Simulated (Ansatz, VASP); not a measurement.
# WC (Qusongite) in two plane-wave programs

Wanted: the spread between two codes on one cell, functional and k mesh. The cell is taken from a series of runs on this material, whose earlier steps may have relaxed, scaled, displaced or heated it; both programs get it as it stands.

Calculated with Ansatz 0.2.0; plane waves, with VASP 6.6.1 beside it; zone-centre phonons at LDA.

**1. The structure**

It takes space group P-6m2 (No. 187, hexagonal). The conventional cell has a = 2.999 Å, b = 2.999 Å, c = 2.773 Å, α = 90.00°, β = 90.00°, γ = 120.00°. C has 6 W at 2.22 Å nearest. Nearest to W lie 6 C at 2.22 Å. Farther neighbours are not listed.

**2. Ansatz: zone-centre phonons, LDA**

Ansatz runs on its PAW soft_1 files.

Second derivatives magnify differences that forces hide, and they need a tight electronic threshold.

The input, input.yaml:

```yaml
crystal:
  lattice:
    - [2.9992864537, 0.0, 0.0]
    - [-1.4996432268, 2.5974582621, 0.0]
    - [0.0, 0.0, 2.7727515673]
  atoms:
    - { symbol: C, position: [0.6666666667, 0.3333333333, 0.5] }
    - { symbol: W, position: [0.0, 0.0, 0.0] }
kpoints:
  mp_grid: { grid: [18, 18, 16] }
hamiltonian:
  xc: lda
  pseudopotentials: { kind: paw, azcp: { folder: soft_1 }, xc_functional: pbe }
scf:
  occupations: { method: methfessel_paxton, width: 0.2 }
output:
  eigenvalues: true
phonons:
  method: dfpt
```

Command:

```bash
ansatz run input.yaml --threads 4 --pin off --max-ram 10240MiB --backend cpu --events-out ev --progress --plain --runs-dir out
```

Numbers of over 12 decimals in the logs are rounded to 6 here.

Output:

```text
zone centre: on kpoints.mp_grid the ground state, and the responses unless they are solved on pairs of k-points, stand on 819 of the mesh's 5184 k-points, reduced under 4 symmetry operations, with k and −k counted as one. Each operation leaves every solved displacement unchanged or reverses it
Engine: ansatz 0.2.0, aarch64-unknown-linux-gnu
Pseudopotentials: kind: paw
Pseudopotential: C, paw, valence charge 4, recommended cutoff 420 eV (normal), soft_1/C.paw.azcp
Pseudopotential: W, paw, valence charge 14, recommended cutoff 420 eV (normal), soft_1/W.paw.azcp
Functional definition: SPW92
  exchange = slater_x
  correlation = pw_c
Crystal: 2 atoms, lattice volume = 21.601 Å³
Basis set: ecut = 420 eV, 405 PW (Γ), exchange–correlation on 48×48×40 points (8 copies of the dense FFT grid, shifted against one another)
Bands: 13, of which v1, the nominal top of the filled ones, is band 9 counted from 1 (8 counted from 0)
Symmetry: 12 space group operations
k-points: 819 of 5184 (irreducible under 4 space group operations, time reversal used)
Non-local potential: C, projectors of the file, l = 0: 2, l = 1: 2, l = 2: 1
Non-local potential: W, projectors of the file, l = 0: 3, l = 1: 2, l = 2: 2, l = 3: 1
PAW form: soft (Blöchl's): semilocal exchange-correlation on the pseudo side does not see the compensation charge
PAW frozen core: C, regenerated for the run's functional, and the local potential with it (the file was generated under x = pbe(κ = 0.804, μ = 0.219515), c = pbe(β = 0.066725))
PAW frozen core: W, regenerated for the run's functional, and the local potential with it (the file was generated under x = pbe(κ = 0.804, μ = 0.219515), c = pbe(β = 0.066725))
PAW one-centre angular grid: C, 110 points (default); XC on 64 Gauss nodes
PAW one-centre angular grid: W, 590 points (default); XC on 64 Gauss nodes
Initial density: superposition of atomic densities (chi_scale 0.1, normalization cell, long waves kept (reshape's long-wave potential 0.00 eV rms))
Initial wavefunctions: pseudopotential atomic-orbital guess
Functional: x = slater, c = lda
SCF iter   1: F=—  HF=-10375.252782 eV  |F-HF|=—  |Δ(HF+E_count)|=         —  Δρ=1.28e-1  dr2=4.95e0  ethr=3.10e-3  ⟨swp⟩=5.0  Hψ=52659  notcnv=0
preconditioner: auto → none  [metal: Δε(μ)=0.017 eV  Ē_g=10.382 eV  σ=0.200 eV  W_gap=0.07  n_scr=8 (ndim 8)  ℏωp=25.3 eV  f_vac=0.000  D(μ)=0.30/eV (n_scr^D=0)  sad-step TF]
SCF iter   2: F=—  HF=-10374.644093 eV  |F-HF|=—  |Δ(HF+E_count)|=   6.09e-1  S|Δr|=    0.00e0  Δρ=9.04e-2  dr2=2.52e0  ethr=3.10e-3  ⟨swp⟩=2.0  Hψ=20285  notcnv=0
SCF iter   3: F=—  HF=-10374.010680 eV  |F-HF|=—  |Δ(HF+E_count)|=   6.33e-1  S|Δr|=    0.00e0  Δρ=7.74e-3  dr2=1.31e-2  ethr=3.10e-3  ⟨swp⟩=2.2  Hψ=18234  notcnv=0
SCF iter   4: F=—  HF=-10374.009289 eV  |F-HF|=—  |Δ(HF+E_count)|=   1.39e-3  S|Δr|=    0.00e0  Δρ=1.06e-3  dr2=1.43e-4  ethr=7.27e-5  ⟨swp⟩=1.0  Hψ=17158  notcnv=0
SCF iter   5: F=—  HF=-10374.009329 eV  |F-HF|=—  |Δ(HF+E_count)|=   4.05e-5  S|Δr|=    0.00e0  Δρ=1.48e-4  dr2=2.41e-6  ethr=7.96e-7  ⟨swp⟩=2.3  Hψ=16699  notcnv=0
SCF iter   6: F=—  HF=-10374.009328 eV  |F-HF|=—  |Δ(HF+E_count)|=   1.06e-6  S|Δr|=    0.00e0  Δρ=1.91e-5  dr2=4.07e-8  ethr=1.34e-8  ⟨swp⟩=2.2  Hψ=14582  notcnv=0
SCF iter   7: F=—  HF=-10374.009329 eV  |F-HF|=—  |Δ(HF+E_count)|=   5.56e-7  S|Δr|=    0.00e0  Δρ=2.99e-6  dr2=1.62e-9  ethr=2.26e-10  ⟨swp⟩=2.8  Hψ=17383  notcnv=0
SCF iter   8: F=—  HF=-10374.009329 eV  |F-HF|=—  |Δ(HF+E_count)|=  6.66e-10  S|Δr|=    0.00e0  Δρ=5.31e-7  dr2=1.79e-11  ethr=9.00e-12  ⟨swp⟩=2.0  Hψ=14806  notcnv=0
SCF iter   9: F=-10374.009329 eV  HF=-10374.009329 eV  |F-HF|=9.09e-12  |Δ(HF+E_count)|=  3.64e-12  S|Δr|=    0.00e0  Δρ=5.12e-8  dr2=2.60e-13  ethr=1.00e-12  ⟨swp⟩=5.0  Hψ=39975  notcnv=0
the search or the solves at the SCF's close seem to have found levels that the self-consistency loop had missed (the run counts 1). By its estimate they hold under 1e-12 electrons; where the run keeps them, the occupations were computed again with them
SCF 1 converged in 9 iterations: F = -10374.009329 eV  dr2 = 2.60e-13
  greatest PAW one-centre occupation: 0.999 electrons in one spin orbital (limit 2), on the W atom at site 1 (counted from 0), in its partial waves of l = 0
DFPT response loops at Γ: preconditioner auto → Kerker (q_TF=auto, 2.647 Å⁻¹) (partly filled bands, converged f_vac=0.000); β = 1.00, the filter's whole step (`scf.mixing.beta` (0.50) is not read by the response loops under this deck's `scf.mixing.preconditioner`; to damp them name `kerker` or `kerker_dos`, under which they read `scf.mixing.beta`, and type it under 1.00, their step now; both keys bind the ground state too); Broyden in place of MSR1
SCF converged after 9 iterations
Stability not checked: this state was not tested for a lower state beside it, because cold or Methfessel-Paxton smearing, or corrected tetrahedra, fill the levels in a way that the test cannot read (fill_not_monotonic; see scf.lower_state_search)
Free energy (F): -10374.009329 eV
Harris-Foulkes:  -10374.009329 eV  (|F-HF|=9.09e-12)
Internal energy: -10374.009004 eV  (E = F + TS)
E sigma→0 (E₀):  -10374.009248 eV
Entropy (-TS):   -0.000325 eV (-0.162 meV/atom)
Fermi energy:    19.223879 eV
--- Per-component energies (eV) ---
  E_band       = -81.976222
  E_kinetic    = 506.869393
  E_local      = -643.708382  (includes V_loc(G=0)·N_el)
  E_nonlocal   = 3.808136
  E_hartree    = 257.758564
  E_xc         = -312.722401
  E_vxc        = -289.480623  (∫ρ·V_xc dr)
  E_paw        = -8416.263821  (= ΣΔE_a)
  E_vpaw       = -174.982047  (= ΣTr[D̂ρ^β])
  E_aug_tail   = 0.000163  (compensation charges beyond the density's cutoff)
  E_ewald      = -1770.096738
  E_core_change = 0.346082  (= ΣΔE_core)
  E_smearing   = -0.000325  (= −TS)
  E_closure    = 0.000000  (closes the sum)
  Σ components = -10374.009329   (vs F -10374.009329, Δ=0.00e0)
--- Band table (eV; the first three rows and the last of 819) ---
  k-point 0: bands = [... 5 lower, 15.1194, 15.6449, 15.6449, 19.8254, 22.3353, 22.3353, 24.7700, 24.7700]
  k-point 1: bands = [... 5 lower, 15.1157, 15.6908, 15.6908, 19.7567, 21.9530, 21.9530, 25.0086, 25.0086]
  k-point 2: bands = [... 5 lower, 15.0339, 15.8245, 15.8245, 19.6786, 21.1642, 21.1642, 25.2571, 25.3336]
  k-point 818: bands = [... 5 lower, 12.9588, 13.5497, 17.3082, 18.1441, 23.8894, 24.4795, 24.6105, 28.3502]
--- Phonons (Γ-DFPT): 4 representative perturbations + reference, on 819 of 5184 k-points (Σ response iterations 12) ---
  k mesh reduced under 4 symmetry operations, with k and −k counted as one. Each operation leaves every solved displacement unchanged or reverses it
  ASR residual: 1.585e-5 → 0.000e0 eV/Å²; symmetrization residual: 8.648e-7 eV/Å²
  ASR residual per site (eV/Å²): 1.58e-5 1.12e-5
  Γ frequencies (cm⁻¹): 0.00 0.00 0.00 547.05 576.49 576.49
  non-analytic LO–TO correction: not included (Born effective charges unavailable; polar crystals: no LO–TO splitting at Γ)
```

**3. VASP: zone-centre phonons, LDA**

The same cell, functional (in two slightly different forms), mesh and smearing now go to VASP, with its own data sets.

Lines of VASP's logs that name or quote its potential files are left out, and so is its time.

The input, INCAR:

```
SYSTEM = WC
PREC = Accurate
ENCUT = 600
EDIFF = 1E-08
NELM = 120
ISMEAR = 1
SIGMA = 0.2
LREAL = .FALSE.
ALGO = Normal
GGA = CA
NBANDS = 11
LASPH = .TRUE.
LORBIT = 11
LWAVE = .FALSE.
LCHARG = .FALSE.
ISIF = 2
IBRION = 8
GGA_COMPAT = .FALSE.
KPAR = 2
```

The input, POSCAR:

```
WC
1.0
    2.9992864537      0.0000000000      0.0000000000
   -1.4996432268      2.5974582621      0.0000000000
    0.0000000000      0.0000000000      2.7727515673
C W
1 1
Direct
    0.6666666667      0.3333333333      0.5000000000
    0.0000000000      0.0000000000      0.0000000000
```

The input, KPOINTS:

```
Automatic mesh
0
Gamma
18 18 16
0 0 0
```

Potentials, in the order of the species: C and W (LDA family, release 64).

Command:

```bash
mpirun -np 2 vasp_std
```

Output:

```text
[banner, memory and clock lines left out]
running    2 mpi-ranks, on    1 nodes
 distrk:  each k-point on    1 cores,    2 groups
 distr:  one band on    1 cores,    1 groups

 POSCAR found type information on POSCAR C W
 POSCAR found :  2 types and       2 ions
 LDA part: xc-table for (Slater(with rela. corr.)+CA(PZ))
 , standard interpolation
 POSCAR, INCAR and KPOINTS ok, starting setup
 FFT: planning ... GRIDC
 FFT: planning ... GRID_SOFT
 FFT: planning ... GRID
 WAVECAR not read
 entering main loop
       N       E                     dE             d eps       ncg     rms          rms(c)
DAV:   1     0.221750917459E+02    0.22175E+02   -0.54603E+03  7326   0.922E+02
DAV:   2    -0.258645462673E+02   -0.48040E+02   -0.45824E+02  8524   0.197E+02
DAV:   3    -0.278333998924E+02   -0.19689E+01   -0.19477E+01  9060   0.341E+01
DAV:   4    -0.278447495963E+02   -0.11350E-01   -0.11347E-01  8014   0.301E+00
DAV:   5    -0.278447884546E+02   -0.38858E-04   -0.38857E-04  8734   0.180E-01    0.315E+01
DAV:   6    -0.247964746986E+02    0.30483E+01   -0.14665E+01  8629   0.226E+01    0.921E+00
DAV:   7    -0.246962610582E+02    0.10021E+00   -0.80679E-01  7490   0.707E+00    0.771E+00
DAV:   8    -0.246525612415E+02    0.43700E-01   -0.15425E-01  8039   0.293E+00    0.263E+00
DAV:   9    -0.246431187580E+02    0.94425E-02   -0.22489E-02  7866   0.963E-01    0.108E-01
DAV:  10    -0.246429825868E+02    0.13617E-03   -0.92470E-04  8279   0.274E-01    0.154E-01
DAV:  11    -0.246429682351E+02    0.14352E-04   -0.60018E-05  8509   0.536E-02    0.105E-02
DAV:  12    -0.246429678550E+02    0.38008E-06   -0.38351E-06  8160   0.131E-02    0.148E-02
DAV:  13    -0.246429677122E+02    0.14282E-06   -0.62053E-07  8599   0.649E-03    0.973E-04
DAV:  14    -0.246429677129E+02   -0.63142E-09   -0.17346E-08  5477   0.112E-03
   1 F= -.24642968E+02 E0= -.24642868E+02  d E =-.298840E-03
 Linear response reoptimize wavefunctions to high precision
DAV:   1    -0.246429677136E+02   -0.76534E-09   -0.21293E-09  7481   0.396E-04
DAV:   2    -0.246429677136E+02   -0.12278E-10   -0.30932E-11  3819   0.503E-05
 Linear response DOF=           4
 Linear response progress:
  Degree of freedom:   1/  4
       N       E                     dE             d eps       ncg     rms          rms(c)
RMM:   1    -0.119266987155E+00   -0.11927E+00    0.30840E-02 73208   0.208E+00
RMM:   2    -0.115152992118E+00    0.41140E-02   -0.23634E-03 50506   0.437E-01    0.205E-01
RMM:   3    -0.115391329836E+00   -0.23834E-03   -0.48409E-04 48136   0.145E-01    0.108E-01
RMM:   4    -0.116102953217E+00   -0.71162E-03   -0.32440E-04 48556   0.112E-01    0.254E-02
RMM:   5    -0.116067854634E+00    0.35099E-04   -0.39792E-06 52398   0.171E-02    0.106E-03
RMM:   6    -0.116079890445E+00   -0.12036E-04   -0.16771E-07 53047   0.219E-03    0.415E-04
RMM:   7    -0.116076947379E+00    0.29431E-05    0.64430E-08 53790   0.386E-04    0.702E-05
RMM:   8    -0.116077054256E+00   -0.10688E-06   -0.68622E-08 55166   0.567E-05    0.252E-05
RMM:   9    -0.116076978718E+00    0.75538E-07    0.16292E-08 55243   0.168E-05    0.393E-06
RMM:  10    -0.116076963468E+00    0.15249E-07    0.26925E-10 52666   0.452E-06    0.859E-07
RMM:  11    -0.116076962476E+00    0.99238E-09    0.18620E-10 30937   0.253E-06    0.188E-07
 first order change of Fermi-energy   0.65341E-05
 force on displaced ion       1 direction 1 : -14.108   0.002   0.000
 Linear response progress:
  Degree of freedom:   2/  4
       N       E                     dE             d eps       ncg     rms          rms(c)
RMM:   1    -0.120961013896E+00   -0.12096E+00    0.26389E-02 25501   0.210E+00
RMM:   2    -0.117274255776E+00    0.36868E-02   -0.25062E-03 17923   0.451E-01    0.174E-01
RMM:   3    -0.117472857796E+00   -0.19860E-03   -0.65337E-04 16940   0.166E-01    0.848E-02
RMM:   4    -0.118322296814E+00   -0.84944E-03   -0.46158E-04 17184   0.128E-01    0.191E-02
RMM:   5    -0.118311105767E+00    0.11191E-04   -0.69020E-06 18415   0.201E-02    0.231E-03
RMM:   6    -0.118333459675E+00   -0.22354E-04   -0.34056E-07 18079   0.377E-03    0.462E-04
RMM:   7    -0.118333434491E+00    0.25184E-07   -0.41518E-09 18859   0.480E-04    0.219E-04
RMM:   8    -0.118332320962E+00    0.11135E-05   -0.37986E-09 19106   0.135E-04    0.192E-05
RMM:   9    -0.118332335265E+00   -0.14303E-07    0.17653E-08 19267   0.169E-05    0.418E-06
RMM:  10    -0.118332320222E+00    0.15043E-07   -0.46179E-09 18138   0.535E-06    0.799E-07
RMM:  11    -0.118332323973E+00   -0.37510E-08   -0.25583E-10 12316   0.212E-06    0.189E-07
 first order change of Fermi-energy   0.29638E-03
 force on displaced ion       1 direction 3 :  -0.000  -0.000 -12.564
 Linear response progress:
  Degree of freedom:   3/  4
       N       E                     dE             d eps       ncg     rms          rms(c)
RMM:   1    -0.111251438573E+00   -0.11125E+00   -0.87553E-02 63867   0.183E+00
RMM:   2    -0.108310181301E+00    0.29413E-02   -0.17588E-03 49646   0.322E-01    0.199E-01
RMM:   3    -0.107485066760E+00    0.82511E-03   -0.30338E-04 51660   0.106E-01    0.116E-01
RMM:   4    -0.107132875327E+00    0.35219E-03   -0.45254E-04 51440   0.129E-01    0.169E-02
RMM:   5    -0.107161671225E+00   -0.28796E-04    0.56310E-07 53655   0.144E-02    0.340E-03
RMM:   6    -0.107167158910E+00   -0.54877E-05   -0.20428E-07 53586   0.151E-03    0.108E-03
RMM:   7    -0.107168223915E+00   -0.10650E-05   -0.11535E-07 53893   0.664E-04    0.155E-04
RMM:   8    -0.107167478899E+00    0.74502E-06   -0.17902E-07 55948   0.136E-04    0.200E-05
RMM:   9    -0.107167470223E+00    0.86760E-08    0.15204E-08 55688   0.245E-05    0.542E-06
 first order change of Fermi-energy  -0.54179E-04
 force on displaced ion       2 direction 1 : -14.110   0.002   0.000
 Linear response progress:
  Degree of freedom:   4/  4
       N       E                     dE             d eps       ncg     rms          rms(c)
RMM:   1    -0.113776117225E+00   -0.11378E+00   -0.93149E-02 23332   0.191E+00
RMM:   2    -0.110585613710E+00    0.31905E-02   -0.19716E-03 17513   0.354E-01    0.163E-01
RMM:   3    -0.109901583604E+00    0.68403E-03   -0.23096E-04 18200   0.103E-01    0.901E-02
RMM:   4    -0.109735593582E+00    0.16599E-03   -0.39055E-04 17820   0.128E-01    0.136E-02
RMM:   5    -0.109764472371E+00   -0.28879E-04   -0.22175E-06 18969   0.117E-02    0.315E-03
RMM:   6    -0.109774220677E+00   -0.97483E-05   -0.47121E-08 18868   0.145E-03    0.975E-04
RMM:   7    -0.109776236580E+00   -0.20159E-05   -0.77712E-09 18922   0.594E-04    0.225E-04
RMM:   8    -0.109776257429E+00   -0.20850E-07   -0.10854E-09 19439   0.127E-04    0.747E-05
RMM:   9    -0.109775840802E+00    0.41663E-06    0.93053E-09 19452   0.433E-05    0.457E-06
RMM:  10    -0.109775832711E+00    0.80916E-08    0.15489E-09 19993   0.889E-06    0.202E-06
 first order change of Fermi-energy  -0.47606E-03
 force on displaced ion       2 direction 3 :   0.000  -0.000 -12.565
 Linear response finished
```

[end of part 1 of 2]

[Lines on the potential files, build, host, timing and source positions are cut from VASP's logs without a mark.]

[Logs are printed without paths, hosts, clocks, repeated set-up lines and the standing remarks that a program may print on its own settings, such as how far it seeks lower states.]

[Hosts, paths, dates, database ids (printed as entryN), source tags and the programs' standing remarks are cut or masked in the printed files.]
